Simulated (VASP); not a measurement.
Input:

```yaml
crystal:
  lattice:
    - [4.09010, 0.00000, 0.00000]
    - [0.00000, 4.09010, 0.00000]
    - [0.00000, 0.00000, 4.09010]
  atoms:
    - { symbol: K, position: [0.00000, 0.00000, 0.00000] }
    - { symbol: Zn, position: [0.50000, 0.50000, 0.50000] }
    - { symbol: F, position: [0.50000, 0.00000, 0.50000] }
    - { symbol: F, position: [0.00000, 0.50000, 0.50000] }
    - { symbol: F, position: [0.50000, 0.50000, 0.00000] }
```

Computed with r2SCAN meta-GGA, VASP's PBE PAW potentials (set 64) (plane waves; VASP). Settings: 520 eV cut-off, 6×6×6 Γ-centred mesh, Gaussian smearing of 0.050 eV, potentials K_sv Zn F.

Problem. Give the stress tensor in GPa (positive for a compressed cell).

Solution. 
```
-2.39   0.00   0.00
 0.00  -2.39   0.00
 0.00   0.00  -2.39
```
The pressure is its mean diagonal, -2.39 GPa.

The compound is KZnF3 in the cubic perovskite structure. This cell is one point of a volume scan, at 1.03 of the reference volume.
